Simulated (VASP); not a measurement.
Here is the system:

```
CELL_PARAMETERS angstrom
      0.00000     3.11768     3.11768
      3.11768     0.00000     3.11768
      3.11768     3.11768     0.00000
ATOMIC_POSITIONS crystal
  Cd 0.00000 0.00000 0.00000
  Se 0.25000 0.25000 0.25000
```

Calculation: r2SCAN+rVV10, VASP's PBE PAW potentials (set 64) (plane waves; VASP 6.6.1). Run with 520 eV cut-off, 8×8×8 Γ-centred mesh, Gaussian smearing of 0.050 eV, potentials Cd Se.

Problem. The job: CdSe (zinc blende), 2 atoms, r2SCAN+rVV10, static run, 520 eV, 8×8×8 Γ-centred mesh. Roughly how much core time does it take on a busy server core?

Solution. About 2 core-minutes (one run on a shared machine, a rough figure). It had 29 irreducible k-points, 13 bands, up to 1660 plane waves and 19 electronic steps.

The compound is CdSe in the zinc blende structure, whereas wurtzite is the usual form. This cell is one point of a volume scan, at 1.06 of the reference volume.
